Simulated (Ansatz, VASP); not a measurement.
# Li4SbPt in VASP and in Ansatz

The input INCAR:

```
SYSTEM = Li4SbPt
PREC = Accurate ; ENCUT = 600
EDIFF = 1E-6 ; ISMEAR = 0
SIGMA = 0.1 ; LREAL = .FALSE.
LASPH = .TRUE. ; NELM = 100
ALGO = Normal ; ISIF = 3
LWAVE = .FALSE. ; LCHARG = .FALSE.
GGA = PE ; IBRION = 2
NSW = 100 ; EDIFFG = -0.01
```

KPOINTS

```
Automatic mesh
0
G
  12 12 6
  0 0 0
```

Contents of POSCAR:

```
Li4SbPt
1.0
    3.4103307002      0.0000000000      0.0000000000
    0.0000000000      3.4103307002      0.0000000000
    0.0000000000      0.0000000000      8.5104159055
Li Sb Pt
4 1 1
Direct
    0.0000000000      0.0000000000      0.1875959343
    0.0000000000      0.0000000000      0.8124040657
    0.5000000000      0.5000000000      0.6395776466
    0.5000000000      0.5000000000      0.3604223534
    0.5000000000      0.5000000000      0.0000000000
    0.0000000000      0.0000000000      0.5000000000
```

Input for Ansatz:

```yaml
crystal:
  lattice:
    - [3.4103307002, 0.0, 0.0]
    - [0.0, 3.4103307002, 0.0]
    - [0.0, 0.0, 8.5104159055]
  atoms:
    - { symbol: Li, position: [0.0, 0.0, 0.1875959343] }
    - { symbol: Li, position: [0.0, 0.0, 0.8124040657] }
    - { symbol: Li, position: [0.5, 0.5, 0.6395776466] }
    - { symbol: Li, position: [0.5, 0.5, 0.3604223534] }
    - { symbol: Sb, position: [0.5, 0.5, 0.0] }
    - { symbol: Pt, position: [0.0, 0.0, 0.5] }
basis:
  ecutwfc: 420
kpoints:
  mp_grid: { grid: [12, 12, 6] }
hamiltonian:
  xc: pbe
scf:
  occupations: { method: gaussian, width: 0.1 }
output:
  forces: true
  stress: true
  eigenvalues: true
  write_density: true
  write_potential: true
  elf: true
  volumetric_format: npy
relax:
  adjacent_minimum: "off"
  f_tol: 0.01
  max_steps: 80
  cell: { stress_tol: 0.05 }
```

Alike in both runs: task relaxation of cell and atoms; functional PBE; k mesh 12 × 12 × 6; occupations gaussian, width 0.1 eV; no spin polarisation.

|  | VASP | Ansatz |
| --- | --- | --- |
| version | VASP 6.6.1 | Ansatz 0.2.0 |
| potentials or method | VASP PAW PBE potentials, release 64 (Li_sv, Sb, Pt) | scalar-relativistic, plane waves, PAW |
| plane-wave cutoff (eV) | 600 | 420 |
| valence electrons in the cell | 27 | 45 |

Ansatz gave:

```
gap on the k mesh at the Fermi level, each at its own relaxed structure (eV) : none
relaxed volume (Å³/atom)                                                     : 16.46
relaxed cell length with the largest relative difference (Å)                 : 3.413
```

Q: Which values does VASP return?

A: gap on the k mesh at the Fermi level, each at its own relaxed structure (eV): none; relaxed volume (Å³/atom): 16.39; relaxed cell length with the largest relative difference (Å): 3.405.

A gap of «none» marks a metal or a gap that the smearing closes. The two sets of potentials don't hold the same shells in valence.

Caveats: the cutoff is under 1.25 times the usual one of these potentials, so pressure, stress and relaxed cells hold a basis-set (Pulay) error (VASP). The runs have no spin-orbit coupling, so splittings on Pt, Sb are missing.
